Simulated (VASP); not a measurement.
Calculation: PBEsol GGA, VASP's PBE PAW potentials (set 64) (plane waves; VASP).

Input for VASP

**INCAR**
```
SYSTEM = MgZn3S4
PREC = Accurate
ENCUT = 400
EDIFF = 1E-8
NELM = 100
ALGO = Normal
LREAL = .FALSE.
LASPH = .TRUE.
ISMEAR = 0
SIGMA = 0.01
GGA = PS
LMAXMIX = 4
LWAVE = .FALSE.
LCHARG = .FALSE.
IBRION = 8
NSW = 1
LEPSILON = .TRUE.
```

POSCAR:
```
MgZn3S4
1
    5.4264650526     0.0000000000     0.0000000000
   -0.0000000000     5.4264650526     0.0000000000
   -0.0000000000    -0.0000000000     5.4264650526
Mg Zn S
1 3 4
Direct
  0.5000000000   0.5000000000   0.5000000000
  1.0000000000   1.0000000000   0.5000000000
  0.5000000000   1.0000000000   0.0000000000
  1.0000000000   0.5000000000   0.0000000000
  0.7568633692   0.7568633692   0.2431366308
  0.7568633692   0.2431366308   0.7568633692
  0.2431366308   0.2431366308   0.2431366308
  0.2431366308   0.7568633692   0.7568633692
```

### KPOINTS
```
K-points
0
Gamma
 4 4 4
```

POTCAR, in this order: Mg Zn S (PBE.64 set). Program: vasp_std.

The run wrote:

### OSZICAR
```
...
RMM:   5    -0.218164479719E+01   -0.42895E-01   -0.11946E-02  2642   0.451E-01    0.150E-01
RMM:   6    -0.218296096097E+01   -0.13162E-02   -0.14733E-03  2648   0.151E-01    0.638E-02
RMM:   7    -0.218618378025E+01   -0.32228E-02   -0.14116E-04  2675   0.460E-02    0.251E-02
RMM:   8    -0.218627510002E+01   -0.91320E-04   -0.14563E-05  2637   0.129E-02    0.627E-03
RMM:   9    -0.218641114154E+01   -0.13604E-03    0.13515E-06  2682   0.666E-03    0.133E-03
RMM:  10    -0.218644898224E+01   -0.37841E-04   -0.19783E-06  2698   0.209E-03    0.588E-04
RMM:  11    -0.218647265294E+01   -0.23671E-04   -0.49532E-07  2681   0.930E-04    0.269E-04
RMM:  12    -0.218645580278E+01    0.16850E-04   -0.86274E-07  2433   0.355E-04    0.127E-04
RMM:  13    -0.218645636592E+01   -0.56314E-06   -0.92719E-07  2157   0.198E-04    0.321E-05
RMM:  14    -0.218645674272E+01   -0.37679E-06    0.68947E-07  1492   0.834E-05    0.169E-05
RMM:  15    -0.218645639860E+01    0.34412E-06    0.29470E-07  1140   0.551E-05    0.765E-06
 Linear response to external field, progress :
  Direction:   3
       N       E                     dE             d eps       ncg     rms          rms(c)
RMM:   1    -0.214800636584E+01   -0.21480E+01   -0.81887E+00  2461   0.530E+00
RMM:   2    -0.224414290002E+01   -0.96137E-01   -0.68943E-02  2607   0.119E+00    0.301E+00
RMM:   3    -0.209435463016E+01    0.14979E+00   -0.27140E-01  2569   0.166E+00    0.155E+00
RMM:   4    -0.213882672062E+01   -0.44472E-01   -0.19627E-01  2623   0.143E+00    0.429E-01
RMM:   5    -0.218153235760E+01   -0.42706E-01   -0.11758E-02  2640   0.450E-01    0.148E-01
RMM:   6    -0.218299400316E+01   -0.14616E-02   -0.14725E-03  2647   0.150E-01    0.633E-02
RMM:   7    -0.218618143488E+01   -0.31874E-02   -0.13999E-04  2675   0.459E-02    0.251E-02
RMM:   8    -0.218627291781E+01   -0.91483E-04   -0.11907E-05  2628   0.131E-02    0.624E-03
RMM:   9    -0.218640971223E+01   -0.13679E-03   -0.35227E-06  2685   0.677E-03    0.128E-03
RMM:  10    -0.218644911423E+01   -0.39402E-04   -0.19306E-06  2700   0.206E-03    0.587E-04
RMM:  11    -0.218647195477E+01   -0.22841E-04   -0.57558E-07  2671   0.907E-04    0.271E-04
RMM:  12    -0.218645585496E+01    0.16100E-04   -0.12280E-06  2435   0.342E-04    0.130E-04
RMM:  13    -0.218645648572E+01   -0.63075E-06   -0.16510E-07  2167   0.205E-04    0.323E-05
RMM:  14    -0.218645688597E+01   -0.40026E-06   -0.17029E-06  1493   0.858E-05    0.171E-05
RMM:  15    -0.218645648675E+01    0.39922E-06    0.58831E-07  1136   0.559E-05    0.753E-06
 Linear response DOF=           4
 Linear response progress:
  Degree of freedom:   1/  4
       N       E                     dE             d eps       ncg     rms          rms(c)
RMM:   1    -0.375741433373E-02   -0.37574E-02   -0.64357E-04  3875   0.323E-01
RMM:   2    -0.279967331250E-02    0.95774E-03   -0.79676E-04  2559   0.115E-01    0.698E-02
RMM:   3    -0.271752132393E-02    0.82152E-04   -0.10311E-04  2629   0.376E-02    0.385E-02
RMM:   4    -0.267197687350E-02    0.45544E-04   -0.77398E-05  2583   0.324E-02    0.110E-02
RMM:   5    -0.265998223255E-02    0.11995E-04   -0.71456E-06  2604   0.999E-03    0.421E-03
RMM:   6    -0.265455546567E-02    0.54268E-05   -0.10255E-06  2614   0.407E-03    0.126E-03
RMM:   7    -0.265380936432E-02    0.74610E-06    0.34274E-07  2676   0.112E-03    0.468E-04
RMM:   8    -0.265325031192E-02    0.55905E-06    0.21073E-08  2617   0.470E-04    0.130E-04
RMM:   9    -0.265313856530E-02    0.11175E-06    0.49271E-08  2681   0.188E-04    0.545E-05
RMM:  10    -0.265315925596E-02   -0.20691E-07    0.51167E-08  2638   0.954E-05    0.214E-05
RMM:  11    -0.265313985379E-02    0.19402E-07    0.28465E-09  2668   0.365E-05    0.764E-06
RMM:  12    -0.265313372758E-02    0.61262E-08    0.14708E-08  2693   0.122E-05    0.335E-06
 Linear response progress:
  Degree of freedom:   2/  4
       N       E                     dE             d eps       ncg     rms          rms(c)
RMM:   1    -0.215003775492E+00   -0.21500E+00   -0.23296E-03  3574   0.151E+00
RMM:   2    -0.212479509051E+00    0.25243E-02   -0.39090E-03  3482   0.350E-01    0.144E-01
RMM:   3    -0.212257256154E+00    0.22225E-03   -0.21795E-04  3784   0.656E-02    0.808E-02
RMM:   4    -0.211997648582E+00    0.25961E-03   -0.79551E-05  3776   0.311E-02    0.176E-02
RMM:   5    -0.211942560800E+00    0.55088E-04   -0.88335E-06  3806   0.986E-03    0.479E-03
RMM:   6    -0.211945890043E+00   -0.33292E-05   -0.47785E-07  3821   0.299E-03    0.211E-03
RMM:   7    -0.211949070830E+00   -0.31808E-05    0.19363E-07  3824   0.100E-03    0.395E-04
RMM:   8    -0.211949705627E+00   -0.63480E-06    0.17662E-07  3755   0.372E-04    0.132E-04
RMM:   9    -0.211949476837E+00    0.22879E-06    0.97334E-09  3838   0.158E-04    0.268E-05
RMM:  10    -0.211949507348E+00   -0.30512E-07    0.73849E-08  3821   0.678E-05    0.102E-05
RMM:  11    -0.211949528843E+00   -0.21495E-07    0.50471E-08  3863   0.220E-05    0.616E-06
RMM:  12    -0.211949555889E+00   -0.27046E-07    0.33119E-08  3822   0.136E-05    0.275E-06
RMM:  13    -0.211949564746E+00   -0.88568E-08    0.34760E-08  3547   0.764E-06    0.705E-07
 Linear response progress:
  Degree of freedom:   3/  4
       N       E                     dE             d eps       ncg     rms          rms(c)
RMM:   1    -0.215084038848E+00   -0.21508E+00   -0.14152E-03  2490   0.151E+00
RMM:   2    -0.212687093420E+00    0.23969E-02   -0.43948E-03  2415   0.355E-01    0.150E-01
RMM:   3    -0.212425074764E+00    0.26202E-03   -0.20856E-04  2647   0.654E-02    0.842E-02
RMM:   4    -0.212154989374E+00    0.27009E-03   -0.72252E-05  2641   0.308E-02    0.175E-02
RMM:   5    -0.212103279464E+00    0.51710E-04   -0.77373E-06  2664   0.970E-03    0.488E-03
RMM:   6    -0.212107890018E+00   -0.46106E-05   -0.11281E-06  2664   0.304E-03    0.189E-03
RMM:   7    -0.212110511436E+00   -0.26214E-05    0.60834E-08  2683   0.941E-04    0.433E-04
RMM:   8    -0.212111410706E+00   -0.89927E-06   -0.12667E-08  2583   0.393E-04    0.185E-04
RMM:   9    -0.212111123627E+00    0.28708E-06   -0.67146E-09  2687   0.126E-04    0.345E-05
RMM:  10    -0.212111128367E+00   -0.47396E-08   -0.11006E-08  2630   0.659E-05    0.163E-05
 Linear response progress:
  Degree of freedom:   4/  4
       N       E                     dE             d eps       ncg     rms          rms(c)
RMM:   1    -0.118203075637E+00   -0.11820E+00    0.39561E-02  4479   0.161E+00
RMM:   2    -0.113761117928E+00    0.44420E-02   -0.66240E-03  2618   0.533E-01    0.169E-01
RMM:   3    -0.114087966221E+00   -0.32685E-03   -0.70867E-04  3017   0.135E-01    0.837E-02
RMM:   4    -0.114365966229E+00   -0.27800E-03   -0.17906E-04  2981   0.483E-02    0.249E-02
RMM:   5    -0.114377050081E+00   -0.11084E-04   -0.11215E-05  2955   0.149E-02    0.112E-02
RMM:   6    -0.114364767448E+00    0.12283E-04   -0.10683E-06  2793   0.595E-03    0.432E-03
RMM:   7    -0.114369439230E+00   -0.46718E-05   -0.58911E-07  3092   0.175E-03    0.224E-03
RMM:   8    -0.114373640017E+00   -0.42008E-05   -0.15733E-07  2717   0.101E-03    0.166E-04
RMM:   9    -0.114372725849E+00    0.91417E-06    0.64533E-08  3101   0.295E-04    0.103E-04
RMM:  10    -0.114372626232E+00    0.99617E-07   -0.96522E-09  3115   0.105E-04    0.320E-05
RMM:  11    -0.114372755013E+00   -0.12878E-06   -0.13719E-08  2833   0.452E-05    0.103E-05
RMM:  12    -0.114372749021E+00    0.59918E-08    0.12455E-08  3138   0.219E-05    0.321E-06
 Linear response finished
```

### OUTCAR
```
------------------------ aborting loop because EDIFF is reached ----------------------------------------

 HEAD OF MICROSCOPIC STATIC DIELECTRIC TENSOR (INDEPENDENT PARTICLE, excluding Hartree and local field effects)
 ------------------------------------------------------
           6.091383     0.000000    -0.000000
           0.000000     6.091383    -0.000000
          -0.000000     0.000000     6.091383
 ------------------------------------------------------

 MACROSCOPIC STATIC DIELECTRIC TENSOR (including local field effects in DFT)
 ------------------------------------------------------
           5.627475    -0.000000    -0.000000
          -0.000000     5.627475    -0.000000
          -0.000000    -0.000000     5.627475
 ------------------------------------------------------

 PIEZOELECTRIC TENSOR (including local field effects)  for field in x, y, z        (e  Angst)
          XX          YY          ZZ          XY          YZ          ZX
  --------------------------------------------------------------------------------
  x     0.00000     0.00000     0.00000     0.00000     5.90609     0.00000
  y    -0.00000    -0.00000    -0.00000     0.00000     0.00000     5.90609
  z     0.00000     0.00000     0.00000     5.90609     0.00000     0.00000

 PIEZOELECTRIC TENSOR (including local field effects)  for field in x, y, z        (C/m^2)
          XX          YY          ZZ          XY          YZ          ZX
  --------------------------------------------------------------------------------
  x     0.00000     0.00000     0.00000     0.00000     0.59219     0.00000
  y    -0.00000    -0.00000    -0.00000     0.00000     0.00000     0.59219
  z     0.00000     0.00000     0.00000     0.59219     0.00000     0.00000

 BORN EFFECTIVE CHARGES (including local field effects) (in |e|, cummulative output)
 ---------------------------------------------------------------------------------
 ion    1
    1     1.94573    -0.00000     0.00000
    2     0.00000     1.94573    -0.00000
    3     0.00000     0.00000     1.94573
 ion    2
    1     1.82296    -0.00000     0.00000
    2    -0.00000     1.82296    -0.00000
    3     0.00000    -0.00000     2.23298
 ion    3
    1     2.23298    -0.00000     0.00000
    2     0.00000     1.82296     0.00000
    3     0.00000     0.00000     1.82296
 ion    4
    1     1.82296    -0.00000     0.00000
    2     0.00000     2.23298    -0.00000
    3     0.00000    -0.00000     1.82296
 ion    5
    1    -1.95616     0.10829    -0.10829
    2     0.10829    -1.95616    -0.10829
    3    -0.10829    -0.10829    -1.95616
 ion    6
    1    -1.95616    -0.10829     0.10829
    2    -0.10829    -1.95616    -0.10829
    3     0.10829    -0.10829    -1.95616
 ion    7
    1    -1.95616     0.10829     0.10829
    2     0.10829    -1.95616     0.10829
    3     0.10829     0.10829    -1.95616
 ion    8
    1    -1.95616    -0.10829    -0.10829
    2    -0.10829    -1.95616     0.10829
    3    -0.10829     0.10829    -1.95616

   1 f  =   10.972479 THz    68.942121 2PiTHz  366.002514 cm-1    45.378508 meV
             X         Y         Z           dx          dy          dz
      2.713233  2.713233  2.713233     0.473307    0.562149   -0.118475
      0.000000  0.000000  2.713233    -0.004983   -0.005918    0.003203
      2.713233  0.000000  0.000000    -0.012794   -0.005918    0.001247
      0.000000  2.713233  0.000000    -0.004983   -0.015196    0.001247
      4.107093  4.107093  1.319372    -0.287758   -0.280325    0.317448
      4.107093  1.319372  4.107093     0.098417   -0.011778    0.048901
      1.319372  1.319372  1.319372    -0.220538   -0.213104   -0.270054
      1.319372  4.107093  4.107093     0.031196    0.055443   -0.001507

   2 f  =   10.972479 THz    68.942121 2PiTHz  366.002514 cm-1    45.378508 meV
             X         Y         Z           dx          dy          dz
      2.713233  2.713233  2.713233     0.477008   -0.298992    0.486965
      0.000000  0.000000  2.713233    -0.005022    0.003148   -0.013163
      2.713233  0.000000  0.000000    -0.012894    0.003148   -0.005127
      0.000000  2.713233  0.000000    -0.005022    0.008082   -0.005127
      4.107093  4.107093  1.319372     0.127559    0.062629   -0.046901
      4.107093  1.319372  4.107093    -0.318381    0.333276   -0.317548
      1.319372  1.319372  1.319372    -0.148737   -0.213667   -0.147904
      1.319372  4.107093  4.107093    -0.042084    0.056980    0.122743

   3 f  =   10.972479 THz    68.942121 2PiTHz  366.002514 cm-1    45.378508 meV
             X         Y         Z           dx          dy          dz
      2.713233  2.713233  2.713233    -0.320174    0.385564    0.550361
      0.000000  0.000000  2.713233     0.003371   -0.004059   -0.014877
      2.713233  0.000000  0.000000     0.008655   -0.004059   -0.005794
      0.000000  2.713233  0.000000     0.003371   -0.010422   -0.005794
      4.107093  4.107093  1.319372     0.110793    0.169844   -0.091532
      4.107093  1.319372  4.107093     0.017290   -0.011818    0.090130
      1.319372  1.319372  1.319372    -0.201473   -0.142422   -0.128633
      1.319372  4.107093  4.107093     0.329555   -0.324084   -0.310295

   4 f  =    9.387378 THz    58.982637 2PiTHz  313.129231 cm-1    38.823059 meV
             X         Y         Z           dx          dy          dz
      2.713233  2.713233  2.713233    -0.000000    0.000000    0.000000
      0.000000  0.000000  2.713233     0.000000   -0.000000   -0.000000
      2.713233  0.000000  0.000000    -0.000000    0.000000   -0.000000
      0.000000  2.713233  0.000000    -0.000000    0.000000   -0.000000
      4.107093  4.107093  1.319372    -0.288675   -0.288675    0.288675
      4.107093  1.319372  4.107093    -0.288675    0.288675   -0.288675
      1.319372  1.319372  1.319372     0.288675    0.288675    0.288675
      1.319372  4.107093  4.107093     0.288675   -0.288675   -0.288675

   5 f  =    9.385982 THz    58.973864 2PiTHz  313.082656 cm-1    38.817285 meV
...
```
(Selected blocks of OUTCAR.)

OUTCAR:
```
 val. band max:        1.9653871606   @ k =   0.0000   0.0000   0.0000

 cond. band min:       4.2750761233   @ k =   0.0000   0.0000   0.0000


 Fermi energy:         2.0240045463

 k-point     1 :       0.0000    0.0000    0.0000
  band No.  band energies     occupation
      1     -10.8643      2.00000
      2      -9.6231      2.00000
      3      -9.6231      2.00000
      4      -9.6231      2.00000
      5      -4.1748      2.00000
      6      -4.1614      2.00000
      7      -4.1614      2.00000
      8      -4.1614      2.00000
      9      -4.1189      2.00000
     10      -4.1189      2.00000
     11      -3.9199      2.00000
     12      -3.9199      2.00000
     13      -3.9199      2.00000
     14      -3.7072      2.00000
     15      -3.7072      2.00000
     16      -3.6792      2.00000
     17      -3.6095      2.00000
     18      -3.6095      2.00000
     19      -3.6095      2.00000
     20      -2.6872      2.00000
     21      -2.6872      2.00000
     22      -1.5432      2.00000
     23      -0.0926      2.00000
     24      -0.0926      2.00000
     25      -0.0926      2.00000
     26      -0.0395      2.00000
     27      -0.0395      2.00000
     28      -0.0395      2.00000
     29       1.9654      2.00000
     30       1.9654      2.00000
     31       1.9654      2.00000
     32       4.2751      0.00000
     33       5.2593      0.00000
     34       5.2593      0.00000
     35       5.2593      0.00000
     36       5.9824      0.00000
     37       5.9824      0.00000

 k-point     2 :       0.2500    0.0000    0.0000
  band No.  band energies     occupation
      1     -10.7119      2.00000
      2      -9.8336      2.00000
      3      -9.6194      2.00000
      4      -9.6194      2.00000
      5      -4.1928      2.00000
      6      -4.1594      2.00000
      7      -4.1426      2.00000
      8      -4.1426      2.00000
      9      -4.0853      2.00000
     10      -4.0644      2.00000
     11      -3.9688      2.00000
...
```

The dielectric response may not be converged in the k-mesh; for small gaps it tends to come out too large.

The structure comes from a computed database's MgZn3S4 entry (P-43m); how it stands against other phases isn't given here. It was relaxed first.
